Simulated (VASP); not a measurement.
# TiCl4 in VASP: settings compared, part 2 of 3

VASP 6.6.1. Earlier steps stand in the parts before.

## 3. Single point, HSE06+D3(BJ)

POSCAR reads:

```
TiCl4
1.0
   13.0000000000      0.0000000000      0.0000000000
    0.0000000000     13.3000000000      0.0000000000
    0.0000000000      0.0000000000     13.6000000000
Ti Cl
1 4
Direct
    0.5000000000      0.5000000000      0.5000000000
    0.5963730800      0.5941992500      0.5921213200
    0.5963730800      0.4058007500      0.4078786800
    0.4036269200      0.5941992500      0.4078786800
    0.4036269200      0.4058007500      0.5921213200
```

INCAR.step1 reads:

```
PREC     = Accurate       # precision mode
ENCUT    = 520            # plane-wave cutoff, eV
EDIFF    = 1E-5           # SCF threshold, eV
ISMEAR   = 0              # smearing method
SIGMA    = 0.01           # smearing width, eV
LREAL    = F              # projectors in reciprocal space
LASPH    = T              # aspherical terms in the spheres
NELM     = 60             # most SCF steps
ALGO     = Normal         # electronic algorithm
ISIF     = 2              # what is computed and relaxed
LWAVE    = T              # write WAVECAR
LCHARG   = F              # write CHGCAR
GGA      = PE             # functional
```

INCAR.step2 reads:

```
PREC     = Accurate       # precision mode
ENCUT    = 520            # plane-wave cutoff, eV
EDIFF    = 1E-6           # SCF threshold, eV
ISMEAR   = 0              # smearing method
SIGMA    = 0.01           # smearing width, eV
LREAL    = F              # projectors in reciprocal space
LASPH    = T              # aspherical terms in the spheres
NELM     = 60             # most SCF steps
ALGO     = Normal         # electronic algorithm
ISIF     = 2              # what is computed and relaxed
LWAVE    = F              # write WAVECAR
LCHARG   = F              # write CHGCAR
GGA      = PE             # functional
LHFCALC  = T              # exact exchange
HFSCREEN = 0.2            # screening, 1/A
PRECFOCK = Normal       
IVDW     = 12             # dispersion correction
VDW_S6   = 1.0          
VDW_S8   = 2.31         
VDW_A1   = 0.383        
VDW_A2   = 5.685        
ISTART   = 1
```

KPOINTS reads:

```
regular mesh
0
Gamma
  1 1 1
```

Potentials or basis: VASP PAW PBE potentials, release 64 (Ti_sv, Cl).

On the command line:

```console
cat potpaw_PBE.64/Ti_sv/POTCAR potpaw_PBE.64/Cl/POTCAR > POTCAR
cp INCAR.step1 INCAR
mpirun -np 1 vasp_gam > vasp.out
cp INCAR.step2 INCAR
mpirun -np 1 vasp_gam > vasp.out
```

OUTCAR:

```text
PREC = Accurate
   ENCUT = 520
   EDIFF = 1E-6
   ISMEAR = 0
   LREAL = F
   LASPH = T
   NELM = 60
   ISIF = 2
   GGA = PE
   LHFCALC = T
   HFSCREEN = 0.2
   PRECFOCK = Normal
   IVDW = 12
   ISTART = 1
 IVDW          = 12

 ion  position               nearest neighbor table
   1  0.500  0.500  0.500-   2 2.17   3 2.17   4 2.17   5 2.17
   2  0.596  0.594  0.592-   1 2.17
   3  0.596  0.406  0.408-   1 2.17
   4  0.404  0.594  0.408-   1 2.17
   5  0.404  0.406  0.592-   1 2.17

  LATTYP: Found a simple orthorhombic cell.
 ALAT       =    13.0000000000
 B/A-ratio  =     1.0230769231
 C/A-ratio  =     1.0461538462

  Lattice vectors:

 A1 = (  13.0000000000,   0.0000000000,   0.0000000000)
 A2 = (   0.0000000000,  13.3000000000,   0.0000000000)
 A3 = (   0.0000000000,   0.0000000000,  13.6000000000)

Analysis of symmetry for initial positions (statically):
[... 160 lines left out ...]
  ---------------------------------------------------
  free energy    TOTEN  =       -28.63251975 eV

  energy without entropy =      -28.63251975  energy(sigma->0) =      -28.63251975

 E-fermi :  -8.7310     XC(G=0):  -0.7065

 val. band max:       -8.8149224439   @ k =   0.0000   0.0000   0.0000
 cond. band min:      -3.6631682860   @ k =   0.0000   0.0000   0.0000
 fundamental gap:      5.1517541579
 Fermi energy:        -8.7310082420

 k-point     1 :       0.0000    0.0000    0.0000
  band No.  band energies     occupation
      1     -68.8902      2.00000
      2     -43.5001      2.00000
      3     -43.5001      2.00000
      4     -43.5001      2.00000
      5     -22.8033      2.00000
      6     -22.4750      2.00000
[... 16 lines left out ...]
     23      -2.9624      0.00000
     24      -2.9623      0.00000

------------------------ aborting loop because EDIFF is reached ----------------------------------------

 Edisp (eV)   -0.20990

 E8    (eV) :    -0.1343

  FORCE on cell =-STRESS in cart. coord.  units (eV):
  Direction    XX          YY          ZZ          XY          YZ          ZX
  --------------------------------------------------------------------------------------
  -------------------------------------------------------------------------------------
  Total      -0.45140    -0.44790    -0.44457     0.00000     0.00000     0.00000
  in kB      -0.30756    -0.30518    -0.30292     0.00000     0.00000     0.00000
  external pressure =       -0.31 kB  Pullay stress =        0.00 kB

 VOLUME and BASIS-vectors are now :
 -----------------------------------------------------------------------------
  energy-cutoff  :      520.00
  volume of cell :     2351.44
      direct lattice vectors                 reciprocal lattice vectors
    13.000000000  0.000000000  0.000000000     0.076923077  0.000000000  0.000000000
     0.000000000 13.300000000  0.000000000     0.000000000  0.075187970  0.000000000
     0.000000000  0.000000000 13.600000000     0.000000000  0.000000000  0.073529412

 POSITION                                       TOTAL-FORCE (eV/Angst)
 -----------------------------------------------------------------------------------
      6.50000      6.65000      6.80000         0.000000     -0.000000     -0.000000
      7.75285      7.90285      8.05285        -0.076810     -0.076876     -0.076683
      7.75285      5.39715      5.54715        -0.076810      0.076876      0.076683
      5.24715      7.90285      5.54715         0.076810     -0.076876      0.076683
      5.24715      5.39715      8.05285         0.076810      0.076876     -0.076683
 -----------------------------------------------------------------------------------
    total drift:                               -0.000005      0.000003     -0.000017

  FREE ENERGIE OF THE ION-ELECTRON SYSTEM (eV)
  ---------------------------------------------------
  free  energy   TOTEN  =       -28.8424197067 eV

  energy  without entropy=      -28.8424197067  energy(sigma->0) =      -28.84241971
```

OSZICAR.step1:

```text
N       E                     dE             d eps       ncg     rms          rms(c)
DAV:   1     0.400416157771E+03    0.40042E+03   -0.12228E+04    64   0.104E+03
DAV:   2     0.984821641805E+02   -0.30193E+03   -0.28884E+03    72   0.241E+02
DAV:   3    -0.132585622062E+02   -0.11174E+03   -0.11160E+03    48   0.136E+02
[... 14 lines left out ...]
DAV:  18    -0.231659320774E+02   -0.20348E-03   -0.13435E-05    32   0.259E-02    0.445E-03
DAV:  19    -0.231659964307E+02   -0.64353E-04   -0.58921E-06    24   0.117E-02    0.256E-03
DAV:  20    -0.231660102631E+02   -0.13832E-04   -0.19842E-06    24   0.115E-02    0.274E-03
DAV:  21    -0.231660491828E+02   -0.38920E-04   -0.33251E-06    32   0.843E-03    0.116E-03
DAV:  22    -0.231660551195E+02   -0.59368E-05   -0.55113E-07    24   0.439E-03
   1 F= -.23166055E+02 E0= -.23166055E+02  d E =-.417957E-32
```

It took 6.9 min on 1 thread of Intel Xeon Platinum 8488C (Sapphire Rapids), shared host; peak memory 1.6 GiB.

Results:

```
Free energy                     : -28.8424 eV
Largest force                   : 0.133 eV/Å
Gap between the frontier levels : 5.15 eV
Dispersion energy per atom      : -0.042 eV
```

Forces on the atoms (eV/Å):
```
Ti   0.000  0.000  0.000
Cl  -0.077 -0.077 -0.077
Cl  -0.077  0.077  0.077
Cl   0.077 -0.077  0.077
Cl   0.077  0.077 -0.077
```

Caveat: the PAW data sets were made with another functional, which shifts forces and pressure a little.

## 4. Relaxation of the atoms, PBE+D3(BJ)+U

INCAR reads:

```
ALGO = Fast
EDIFF = 1E-6
EDIFFG = -0.01
ENCUT = 520
GGA = PE
IBRION = 2
ISIF = 2
ISMEAR = 0
IVDW = 12
LASPH = T
LCHARG = F
LDAU = T
LDAUJ = 0 0
LDAUL = 2 -1
LDAUPRINT = 1
LDAUTYPE = 2
LDAUU = 1 0
LMAXMIX = 4
LREAL = F
LWAVE = F
NELM = 100
NSW = 60
PREC = Accurate
SIGMA = 0.01
```

KPOINTS reads:

```
k-points
0
Gamma
  1 1 1
```

POSCAR is that of step 3.

On the command line:

```console
cat potpaw_PBE.64/Ti_sv/POTCAR potpaw_PBE.64/Cl/POTCAR > POTCAR
mpirun -np 1 vasp_gam > vasp.out
```

It took 13 min on 1 thread of Intel Xeon Platinum 8375C at 2.90GHz (Ice Lake), shared host; peak memory 1.4 GiB.

Results (log left out):

| Item | Value |
| --- | --- |
| Free energy | -22.6555 eV |
| Energy gained by relaxing | 2.3 meV/atom |
| Ionic steps | 3 |
| Gap between the frontier levels | 3.71 eV |
| Dispersion energy per atom | -0.046 eV |

Step by step:
```
step  energy change (eV)  largest force (eV/Å)  pressure (GPa)
   1              0.0000                0.3286            0.06
   2             -0.0114                0.0350            0.00
   3             -0.0115                0.0002            0.00
```

Final structure:
```yaml
crystal:
  lattice:
    - [13.00000, 0.00000, 0.00000]
    - [0.00000, 13.30000, 0.00000]
    - [0.00000, 0.00000, 13.60000]
  atoms:
    - { symbol: Ti, position: [0.50000, 0.50000, 0.50000] }
    - { symbol: Cl, position: [0.59717, 0.59497, 0.59288] }
    - { symbol: Cl, position: [0.59717, 0.40503, 0.40712] }
    - { symbol: Cl, position: [0.40283, 0.59497, 0.40712] }
    - { symbol: Cl, position: [0.40283, 0.40503, 0.59288] }
```

Levels at points of the mesh, in eV from the valence-band top:
```tsv
k point	band 16	band 17	band 18	band 19	band 20	band 21	band 22	band 23	band 24
(0.00, 0.00, 0.00)	-0.79	-0.79	0.00	0.00	0.00	3.71	3.71	4.41	4.41
```

Eigenvalues of the final occupation matrices:
```csv
site,spin,trace,eigenvalues
site 1 d,1,0.92,0.13 0.13 0.22 0.22 0.22
site 1 d,2,0.92,0.13 0.13 0.22 0.22 0.22
```

(Continued in part 3 of 3.)
